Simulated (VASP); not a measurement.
AlN: energy against strain

AlN (wurtzite, P6_3mc, 10.458 Å³/atom and stress up to 0.12 GPa in the relaxed cell, c along z) under a strain ε along c (axis z), the other axes held. PBEsol in VASP (plane waves, PAW), 600 eV, 12×12×6 Γ-centred mesh, Gaussian smearing 0.05 eV; ions are relaxed, or left where forces stay under 0.02 eV/Å, within the symmetry of each cell.

Here s stands for strain and y for E less E0.

| strain (%) | E less E0 (meV/atom) |
|---|---|
| -1.50 | 2.69 |
| -1.00 | 1.22 |
| -0.50 | 0.32 |
| 0.00 | 0.00 |
| 0.50 | 0.26 |
| 1.00 | 1.11 |
| 1.50 | 2.54 |
| 3.00 | ? |

### Question
Using a parabola, estimate the missing y at s = 3.00 from the other rows, showing the fit.

### Answer
Least squares gives y = 0.000 - 0.0521·s + 1.1624·s². Residuals (row less fit): -0.004, 0.005, 0.003, 0.000, -0.005, 0.000, 0.003; standard error 0.005 (degrees of freedom: 4). Twice the quadratic coefficient over the volume, 2 × 1.1624 meV × 10⁴ × 0.1602 / 10.458 Å³, is the elastic constant C33 = 356.1 ± 0.6 GPa (± standard error of the fit, which holds the terms cut off). At the withheld row, y = 0.000 - 0.0521 × 3.0 + 1.1624 × 3.0² = 10.305 meV/atom. The calculation gives 10.29 meV/atom, 0.015 meV/atom below the prediction (0.1 % of the range of y in the table). The row lies outside the fitted rows, so this is an extrapolation. The scatter of the fitted rows lies at the last printed digit.

Rows are the converged runs of the series near zero and its far end; series whose fitted rows scatter by over a few per cent of the range, as at a crossing or softening among them, aren't shown in this form, nor equations of state whose B0' disagrees with the runs' pressures. Most that stay on the fit to the last digits aren't either.
